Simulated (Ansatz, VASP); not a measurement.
# HfN: VASP beside Ansatz

Aim: how closely do two programs agree when they are given the same cell, functional and k mesh? The cell is taken from a series of runs on this material, whose earlier steps may have relaxed, scaled, displaced or heated it; both programs get it as it stands.

Main program and level: Ansatz 0.2.0; plane waves, with VASP 6.6.1 beside it; relaxation of cell and atoms at PBE and zone-centre phonons at PBE.

## 1. The starting structure

Symmetry: Fm-3m, No. 225, cubic system. Conventional cell: a = 4.548 Å, b = 4.548 Å, c = 4.548 Å, α = 90.00°, β = 90.00°, γ = 90.00°. Hf has 6 N at 2.27 Å nearest. Nearest to N lie 6 Hf at 2.27 Å. Farther neighbours and most contacts between anions are not listed.

As a file:

```cif
data_structure
_symmetry_space_group_name_H-M 'Fm-3m'
_symmetry_Int_Tables_number 225
_cell_length_a 4.5478
_cell_length_b 4.5478
_cell_length_c 4.5478
_cell_angle_alpha 90.000
_cell_angle_beta 90.000
_cell_angle_gamma 90.000
_cell_volume 94.06
loop_
_atom_site_label
_atom_site_type_symbol
_atom_site_symmetry_multiplicity
_atom_site_Wyckoff_symbol
_atom_site_fract_x
_atom_site_fract_y
_atom_site_fract_z
_atom_site_occupancy
Hf1 Hf 4 a 0.00000 0.00000 0.00000 1
N1 N 4 b 0.50000 0.00000 0.00000 1
```

## 2. VASP: relaxation of cell and atoms, PBE

The relaxed volume is the usual yardstick between codes: in a stiff, nearly cubic crystal its relative difference is about their pressure difference at one cell divided by the bulk modulus.

Lines of VASP's logs that name or quote its potential files are left out, and so is its time.

The input, INCAR:

```
SYSTEM = HfN
PREC = Accurate
ENCUT = 600
EDIFF = 1E-07
NELM = 120
ISMEAR = 1
SIGMA = 0.2
LREAL = .FALSE.
ALGO = Normal
GGA = PE
NBANDS = 13
LASPH = .TRUE.
LORBIT = 11
LWAVE = .FALSE.
LCHARG = .FALSE.
ISIF = 3
IBRION = 2
NSW = 80
EDIFFG = -0.005
GGA_COMPAT = .FALSE.
NELMIN = 4
KPAR = 2
```

The input, POSCAR:

```
HfN
1.0
    0.0000000000      2.2739030000      2.2739030000
    2.2739030000      0.0000000000      2.2739030000
    2.2739030000      2.2739030000      0.0000000000
Hf N
1 1
Direct
    0.0000000000      0.0000000000      0.0000000000
    0.5000000000      0.5000000000      0.5000000000
```

The input, KPOINTS:

```
Automatic mesh
0
Gamma
20 20 20
0 0 0
```

PAW data sets: Hf_pv and N (PBE family, release 64).

On the command line:

```bash
> mpirun -np 2 vasp_std
```

Numbers of over 12 decimals in the logs are rounded to 6 here.

What it wrote:

```text
[banner, memory and clock lines left out]
running    2 mpi-ranks, on    1 nodes
 distrk:  each k-point on    1 cores,    2 groups
 distr:  one band on    1 cores,    1 groups

 POSCAR found type information on POSCAR HfN
 POSCAR found :  2 types and       2 ions
 LDA part: xc-table for (Slater+PW92), standard interpolation
 POSCAR, INCAR and KPOINTS ok, starting setup
 FFT: planning ... GRIDC
 FFT: planning ... GRID_SOFT
 FFT: planning ... GRID
 WAVECAR not read
 entering main loop
       N       E                     dE             d eps       ncg     rms          rms(c)
DAV:   1     0.449872492686E+02    0.44987E+02   -0.86925E+03  6656   0.122E+03
DAV:   2    -0.221994402504E+02   -0.67187E+02   -0.62818E+02  8738   0.269E+02
DAV:   3    -0.247509729662E+02   -0.25515E+01   -0.25275E+01  8169   0.443E+01
DAV:   4    -0.247656349812E+02   -0.14662E-01   -0.14639E-01  7392   0.366E+00
DAV:   5    -0.247657597224E+02   -0.12474E-03   -0.12473E-03  8033   0.288E-01    0.471E+01
DAV:   6    -0.218548486630E+02    0.29109E+01   -0.95486E+00  7998   0.246E+01    0.400E+01
DAV:   7    -0.217850150293E+02    0.69834E-01   -0.57785E-01  7201   0.668E+00    0.262E+01
DAV:   8    -0.217669472512E+02    0.18068E-01   -0.14484E-01  7966   0.348E+00    0.715E+00
DAV:   9    -0.217573805412E+02    0.95667E-02   -0.35526E-02  7659   0.152E+00    0.198E+00
DAV:  10    -0.217570327843E+02    0.34776E-03   -0.21139E-03  8165   0.428E-01    0.110E-01
DAV:  11    -0.217570190583E+02    0.13726E-04   -0.97056E-05  7449   0.105E-01    0.456E-02
DAV:  12    -0.217570184683E+02    0.59002E-06   -0.88404E-06  8518   0.244E-02    0.396E-03
DAV:  13    -0.217570181599E+02    0.30842E-06   -0.49169E-07  7633   0.676E-03    0.625E-03
DAV:  14    -0.217570180914E+02    0.68525E-07   -0.39354E-08  3593   0.202E-03
   1 F= -.21757018E+02 E0= -.21756765E+02  d E =-.217570E+02
 curvature:   0.00 expect dE= 0.000E+00 dE for cont linesearch  0.000E+00
 trial: gam= 0.00000 g(F)=  0.975E-63 g(S)=  0.935E-02 ort = 0.000E+00 (trialstep = 0.100E+01)
 search vector abs. value=  0.935E-02
 bond charge predicted
       N       E                     dE             d eps       ncg     rms          rms(c)
DAV:   1    -0.217882841320E+02   -0.31266E-01   -0.93118E-01  6656   0.857E+00    0.321E+00
DAV:   2    -0.217613354639E+02    0.26949E-01   -0.41535E-02  7371   0.182E+00    0.147E+00
DAV:   3    -0.217534687994E+02    0.78667E-02   -0.14965E-02  6971   0.109E+00    0.985E-01
DAV:   4    -0.217530433616E+02    0.42544E-03   -0.15118E-03  8334   0.335E-01    0.575E-01
DAV:   5    -0.217530302712E+02    0.13090E-04   -0.99245E-05  8713   0.809E-02    0.207E-02
DAV:   6    -0.217530299943E+02    0.27686E-06   -0.55606E-06  7106   0.234E-02    0.117E-02
DAV:   7    -0.217530294909E+02    0.50343E-06   -0.20241E-07  7710   0.404E-03    0.856E-03
DAV:   8    -0.217530296324E+02   -0.14144E-06   -0.11982E-08  3623   0.108E-03    0.130E-03
DAV:   9    -0.217530296424E+02   -0.10041E-07   -0.21442E-09  3373   0.412E-04
   2 F= -.21753030E+02 E0= -.21752780E+02  d E =0.398845E-02
 trial-energy change:    0.003988  1 .order    0.004140   -0.009354    0.017633
 step:   0.3543(harm=  0.3466)  dis= 0.00000  next Energy=   -21.758682 (dE=-0.166E-02)
 bond charge predicted
       N       E                     dE             d eps       ncg     rms          rms(c)
DAV:   1    -0.217733765415E+02   -0.20347E-01   -0.38643E-01  6656   0.551E+00    0.208E+00
DAV:   2    -0.217621872162E+02    0.11189E-01   -0.17621E-02  7421   0.118E+00    0.963E-01
DAV:   3    -0.217589061675E+02    0.32810E-02   -0.62570E-03  6956   0.700E-01    0.647E-01
DAV:   4    -0.217587146218E+02    0.19155E-03   -0.69578E-04  8394   0.225E-01    0.368E-01
DAV:   5    -0.217586950185E+02    0.19603E-04   -0.49791E-05  8657   0.581E-02    0.144E-02
DAV:   6    -0.217586944808E+02    0.53767E-06   -0.31766E-06  7101   0.172E-02    0.800E-03
DAV:   7    -0.217586946779E+02   -0.19706E-06   -0.10557E-07  5692   0.299E-03    0.596E-03
DAV:   8    -0.217586945734E+02    0.10452E-06   -0.12980E-08  3508   0.115E-03    0.980E-04
DAV:   9    -0.217586945681E+02    0.52576E-08   -0.11518E-09  3338   0.365E-04
   3 F= -.21758695E+02 E0= -.21758443E+02  d E =-.167648E-02
 curvature:  -0.17 expect dE=-0.120E-08 dE for cont linesearch -0.120E-08
 trial: gam=-0.00086 g(F)=  0.214E-60 g(S)=  0.695E-08 ort = 0.806E-05 (trialstep = 0.871E+00)
 search vector abs. value=  0.100E-09
 reached required accuracy - stopping structural energy minimisation
```

Parts of OUTCAR (step 2):

```text
ion  position               nearest neighbor table
   1  0.000  0.000  0.000-   2 2.27   2 2.27   2 2.27   2 2.27   2 2.27   2 2.27
   2  0.500  0.500  0.500-   1 2.27   1 2.27   1 2.27   1 2.27   1 2.27   1 2.27

  LATTYP: Found a face centered cubic cell.
 ALAT       =     4.5478060000

 Subroutine GETGRP returns: Found 48 space group operations
 (whereof 48 operations were pure point group operations)

The static configuration has the point symmetry O_h .

 Found    256 irreducible k-points:

   k-points           NKPTS =    256   k-points in BZ     NKDIM =    256   number of bands    NBANDS=     13

   dimension x,y,z NGX =    28 NGY =   28 NGZ =   28
   dimension x,y,z NGXF=    56 NGYF=   56 NGZF=   56

   ENCUT  =  600.0 eV  44.10 Ry    6.64 a.u.   6.42  6.42  6.42*2*pi/ulx,y,z

   NELECT =      15.0000    total number of electrons

 k-points in reciprocal lattice and weights: Automatic mesh
   0.00000000  0.00000000  0.00000000       0.000
   0.05000000  0.00000000  0.00000000       0.001
   0.10000000  0.00000000  0.00000000       0.001
   0.15000000  0.00000000  0.00000000       0.001
   0.20000000  0.00000000  0.00000000       0.001
   0.25000000  0.00000000  0.00000000       0.001
   0.30000000  0.00000000  0.00000000       0.001
   0.35000000  0.00000000  0.00000000       0.001
   0.40000000  0.00000000  0.00000000       0.001
[...]
-0.30000000  0.50000000  0.20000000       0.002
  -0.25000000  0.50000000  0.25000000       0.001

 average (electrostatic) potential at core
       1 -34.8391       2 -61.6561

 E-fermi :   8.3190

 k-point     1 :       0.0000    0.0000    0.0000
  band No.  band energies     occupation
    ...
      6       5.2742      2.00000
      7       5.2742      2.00000
      8       7.9514      2.02605
      9       7.9514      2.02605
     10       7.9514      2.02605
     11       9.9879     -0.00000
     12      10.2357     -0.00000
     13      10.2357     -0.00000

 k-point     2 :       0.0500    0.0000    0.0000
  band No.  band energies     occupation
    ...
      6       5.1222      2.00000
      7       5.1222      2.00000
      8       8.0267      2.05868
      9       8.0381      2.06321
     10       8.0381      2.06321
     11      10.1793     -0.00000
     12      10.4303     -0.00000
     13      10.4303     -0.00000

 k-point     3 :       0.1000    0.0000    0.0000
  band No.  band energies     occupation
    ...
      6       4.7412      2.00000
      7       4.7412      2.00000
      8       8.1700      1.94913
      9       8.2727      1.38064
     10       8.2727      1.38064
     11      10.6934     -0.00000
     12      10.9603     -0.00000
     13      10.9603     -0.00000

  Total       -0.0003098     -0.0003098     -0.0003098      0.0000000      0.0000000      0.0000000
  in kB       -0.0213064     -0.0213064     -0.0213064      0.0000000      0.0000000      0.0000000
  external PRESSURE =      -0.0213064 kB  Pullay stress =       0.0000000 kB

  energy-cutoff  :      600.00
  volume of cell :       23.30
      direct lattice vectors                 reciprocal lattice vectors
    -0.000000000  2.266916052  2.266916052    -0.220563968  0.220563968  0.220563968
     2.266916052  0.000000000  2.266916052     0.220563968 -0.220563968  0.220563968
     2.266916052  2.266916052  0.000000000     0.220563968  0.220563968 -0.220563968

 POSITION                                       TOTAL-FORCE (eV/Angst)
 -----------------------------------------------------------------------------------
      0.00000      0.00000      0.00000         0.000000     -0.000000      0.000000
      2.26692      2.26692      2.26692        -0.000000      0.000000     -0.000000
 -----------------------------------------------------------------------------------
    total drift:                                0.000000      0.000000      0.000000

  FREE ENERGIE OF THE ION-ELECTRON SYSTEM (eV)
  ---------------------------------------------------
  free  energy   TOTEN  =       -21.7586945681 eV

  energy  without entropy=      -21.7579385122  energy(sigma->0) =      -21.75844255

 reached required accuracy - stopping structural energy minimisation

 total charge
# of ion       s       p       d       tot
------------------------------------------
    1        0.288   6.558   1.744   8.590
    2        1.230   2.496   0.000   3.726
--------------------------------------------------
tot          1.518   9.054   1.744  12.316

[... 3 further parts left out ...]
```

The run keeps the 48 symmetry operations of its start, so it cannot find a distortion of lower symmetry.

## 3. Ansatz: relaxation of cell and atoms, PBE

Ansatz runs on its default PAW (the set named soft_2) files.

The same cell, functional, mesh and smearing now go to Ansatz, which takes its cutoff from its data sets.

The input, input.yaml:

```yaml
crystal:
  lattice:
    - [0.0, 2.2739033983, 2.2739033983]
    - [2.2739033983, 0.0, 2.2739033983]
    - [2.2739033983, 2.2739033983, 0.0]
  atoms:
    - { symbol: Hf, position: [0.0, 0.0, 0.0] }
    - { symbol: "N", position: [0.5, 0.5, 0.5] }
kpoints:
  mp_grid: { grid: [20, 20, 20] }
hamiltonian:
  xc: pbe
scf:
  occupations: { method: methfessel_paxton, width: 0.2 }
output:
  forces: true
  stress: true
  eigenvalues: true
relax:
  adjacent_minimum: "off"
  f_tol: 0.001
  max_steps: 60
  cell: { stress_tol: 0.01 }
```

On the command line:

```bash
> ansatz run input.yaml --threads 4 --pin off --max-ram 7168MiB --backend cpu --events-out ev --progress --plain --runs-dir out
```

What it wrote:

```text
Engine: ansatz 0.2.0, x86_64-unknown-linux-gnu
Pseudopotentials: kind: paw
Pseudopotential: Hf, paw, valence charge 26, recommended cutoff 420 eV (normal), Hf.paw.azcp
Pseudopotential: N, paw, valence charge 5, recommended cutoff 420 eV (normal), N.paw.azcp
Functional definition: PBE
  parameter kappa = 0.804
  parameter beta = 0.066725
  exchange = pbe_x(kappa = kappa, mu = beta*pi^2/3)
  correlation = pbe_c(beta = beta)
Crystal: 2 atoms, lattice volume = 23.515 Å³
Basis set: ecut = 420 eV, 459 PW (Γ), exchange–correlation on 48×48×48 points (8 copies of the dense FFT grid, shifted against one another)
Bands: 20, of which v1, the nominal top of the filled ones, is band 16 counted from 1 (15 counted from 0)
Symmetry: 48 space group operations
Space group: Fm-3m (ITA 225), of the structure as read, at distance tolerance 2.9e-5 Å
k-points: 256 of 8000
Non-local potential: Hf, projectors of the file, l = 0: 3, l = 1: 2, l = 2: 2, l = 3: 3
Non-local potential: N, projectors of the file, l = 0: 2, l = 1: 2, l = 2: 1
PAW form: soft (Blöchl's): semilocal exchange-correlation on the pseudo side does not see the compensation charge
PAW one-centre angular grid: Hf, 590 points (default); XC on 64 Gauss nodes
PAW one-centre angular grid: N, 110 points (default); XC on 64 Gauss nodes
Initial density: superposition of atomic densities (neutral atoms: chi_scale 0, normalization atom), corrected by the library's trained network
Initial wavefunctions: pseudopotential atomic-orbital guess
Functional: x = pbe(κ = 0.804, μ = 0.219515), c = pbe(β = 0.066725)
SCF iter   1: F=—  HF=-16108.689765 eV  |F-HF|=—  |Δ(HF+E_count)|=         —  Δρ=5.65e-3  dr2=9.35e-3  ethr=1.77e-3  ⟨swp⟩=4.6  Hψ=20278  notcnv=0
preconditioner: auto → Kerker (q_TF=auto, 2.857 Å⁻¹)  [metal: Δε(μ)=0.032 eV  Ē_g=18.935 eV  σ=0.200 eV  W_gap=0.13  n_scr=14 (ndim 8)  ℏωp=41.2 eV  f_vac=0.000  D(μ)=0.70/eV (n_scr^D=0)]
SCF iter   2: F=—  HF=-16108.687443 eV  |F-HF|=—  |Δ(HF+E_count)|=   2.32e-3  S|Δr|=    0.00e0  Δρ=1.35e-3  dr2=4.45e-4  ethr=3.02e-5  ⟨swp⟩=1.9  Hψ=7721  notcnv=0
SCF iter   3: F=—  HF=-16108.687306 eV  |F-HF|=—  |Δ(HF+E_count)|=   1.37e-4  S|Δr|=    0.00e0  Δρ=7.47e-4  dr2=8.93e-5  ethr=1.43e-6  ⟨swp⟩=2.6  Hψ=8096  notcnv=0
SCF iter   4: F=—  HF=-16108.687291 eV  |F-HF|=—  |Δ(HF+E_count)|=   1.53e-5  S|Δr|=    0.00e0  Δρ=3.48e-4  dr2=1.20e-5  ethr=2.88e-7  ⟨swp⟩=2.0  Hψ=9059  notcnv=0
SCF iter   5: F=—  HF=-16108.687277 eV  |F-HF|=—  |Δ(HF+E_count)|=   1.39e-5  S|Δr|=    0.00e0  Δρ=7.66e-5  dr2=6.07e-7  ethr=3.87e-8  ⟨swp⟩=3.0  Hψ=10091  notcnv=0
SCF iter   6: F=-16108.687277 eV  HF=-16108.687277 eV  |F-HF|=1.87e-8  |Δ(HF+E_count)|=   1.64e-7  S|Δr|=    0.00e0  Δρ=8.57e-6  dr2=8.45e-9  ethr=3.23e-10  ⟨swp⟩=6.9  Hψ=26106  notcnv=0
SCF 1 converged in 6 iterations: F = -16108.687277 eV  dr2 = 8.45e-9
  greatest PAW one-centre occupation: 0.998 electrons in one spin orbital (limit 2), on the Hf atom at site 0 (counted from 0), in its partial waves of l = 0
relax step   1: F+E_penalty+E_count = -16108.68727674 eV  Δ(F+E_penalty+E_count) = +0.000e0 eV  max|allowed force component| = 1.074e-29 eV/Å  Δτ_max = 0.0000 Å  P = -0.010 GPa  Ω = 23.515 Å³  (6 SCF iters, dr2 threshold 1.00e-7 eV, accepted)
[...]
relax step   2: F+E_penalty+E_count = -16108.68728094 eV  Δ(F+E_penalty+E_count) = -4.196e-6 eV  max|allowed force component| = 4.470e-30 eV/Å  Δτ_max = 0.0000 Å  P = +0.007 GPa  Ω = 23.514 Å³  energy of the carried Pulay correction = +4.180e-6 eV  (5 SCF iters, dr2 threshold 2.66e-10 eV, accepted)
[...]
relax step   3: F+E_penalty+E_count = -16108.68728094 eV  Δ(F+E_penalty+E_count) = -1.637e-11 eV  max|allowed force component| = 4.602e-30 eV/Å  Δτ_max = 0.0000 Å  P = +0.007 GPa  Ω = 23.514 Å³  stress off target by 6.50e-3 GPa  SCF on the basis re-selected at this cell (its energy is not comparable with the rows above)  (6 SCF iters)
basis re-selected at this cell: Δ(F+E_penalty+E_count) = -1.637e-11 eV, ΔP = -0.000 GPa vs the last step (what re-selecting the basis moved, of the pressure what is left beyond the Pulay correction that the steps carried, after the strain that the cell walked since its last selection, with what the two solves' SCF thresholds leave and, on support functions, any second-order correction that the steps lacked; it is no  [...]
SCF converged after 6 iterations
Stability not checked: this state was not tested for a lower state beside it, because cold or Methfessel-Paxton smearing, or corrected tetrahedra, fill the levels in a way that the test cannot read (fill_not_monotonic; see scf.lower_state_search)
Free energy (F): -16108.687281 eV
Harris-Foulkes:  -16108.687281 eV  (|F-HF|=1.82e-12)
Internal energy: -16108.686588 eV  (E = F + TS)
E sigma→0 (E₀):  -16108.687108 eV
Entropy (-TS):   -0.000693 eV (-0.347 meV/atom)
Fermi energy:    23.450778 eV
--- Per-component energies (eV) ---
  E_band       = 166.705048
  E_kinetic    = 555.762233
  E_local      = -4775.295754  (includes V_loc(G=0)·N_el)
  E_nonlocal   = -1198.624071
  E_hartree    = 2262.131166
  E_xc         = -361.359944
  E_vxc        = -344.472760  (∫ρ·V_xc dr)
  E_paw        = -7054.437694  (= ΣΔE_a)
  E_vpaw       = 1405.072980  (= ΣTr[D̂ρ^β])
  E_aug_tail   = 0.000097  (compensation charges beyond the density's cutoff)
  E_ewald      = -5536.862621
  E_smearing   = -0.000693  (= −TS)
  E_closure    = 0.000000  (closes the sum)
  Σ components = -16108.687281   (vs F -16108.687281, Δ=0.00e0)
--- Forces (eV/Å), atoms counted from 1 ---
  atom   1  Hf     0.00000000    -0.00000000    -0.00000000
  atom   2  N      0.00000000    -0.00000000    -0.00000000
  max |Σ_I F_I| component: 9.73e-30 eV/Å
--- Stress (GPa, compression-positive) ---
        0.006500      -0.000000      -0.000000
       -0.000000       0.006500      -0.000000
       -0.000000      -0.000000       0.006500
  P = ⅓ Tr σ = 0.0065 GPa (0.065 kbar)
--- Band table (eV; the first three rows and the last of 256) ---
  k-point 0: bands = [... 12 lower, 20.4882, 20.4882, 20.4882, 23.0644, 23.0644, 23.0644, 24.9926, 25.3275]
  k-point 1: bands = [... 12 lower, 20.2169, 20.3333, 20.3333, 23.1439, 23.1515, 23.1515, 25.1851, 25.5210]
  k-point 2: bands = [... 12 lower, 19.5657, 19.9453, 19.9453, 23.2934, 23.3864, 23.3864, 25.7006, 26.0464]
  k-point 255: bands = [... 12 lower, 17.3533, 17.9541, 17.9541, 24.5208, 24.5208, 28.7455, 28.7944, 29.3995]
--- Relaxed structure (2 steps of the walk, 2 accepted, 1 SCFs on fresh bases) ---
  F+E_penalty+E_count = -16108.68728094 eV   max|allowed force component| = 4.602e-30 eV/Å   (the final SCF, on the basis selected at the relaxed cell)
  cell:  # Å, volume = 23.5136 Å³
    - [0.0, 2.273858, 2.273858]
    - [2.273858, 0, 2.273858]
    - [2.273858, 2.273858, 0]
  atoms:
    - { symbol: Hf, position: [0, 0, 0] }
    - { symbol: N, position: [0.5, 0.5, 0.5] }
```

In the SCF lines HF is the Harris–Foulkes energy and dr2 the Hartree energy of the density residual, in eV; the loop may stop once dr2 is under the threshold and the program's other checks hold. Hψ counts applications of the Hamiltonian.

## 4. Side by side

Known differences besides the potentials themselves: the data sets hold 31 valence electrons in Ansatz (on its default PAW (the set named soft_2) files) and 15 in VASP; the cutoff is 420 eV in Ansatz and 600 eV in VASP; Ansatz adds a Pulay correction to the stress that steers its cell, VASP none. Total energies have different zeros and are not compared.

Both answers:

```tsv
quantity	Ansatz	VASP	difference
volume (Å³)	23.51	23.30	+0.92 %
edge a after relaxation, in the typed setting (Å)	3.216	3.206	+0.31 %
```

(Part 1 of 2 ends here.)

[Lines on the potential files, build, host, timing and source positions are cut from VASP's logs without a mark.]

[Logs are printed without paths, hosts, clocks, repeated set-up lines and the standing remarks that a program may print on its own settings, such as how far it seeks lower states.]

[Hosts, paths, dates, database ids (printed as entryN), source tags and the programs' standing remarks are cut or masked in the printed files.]
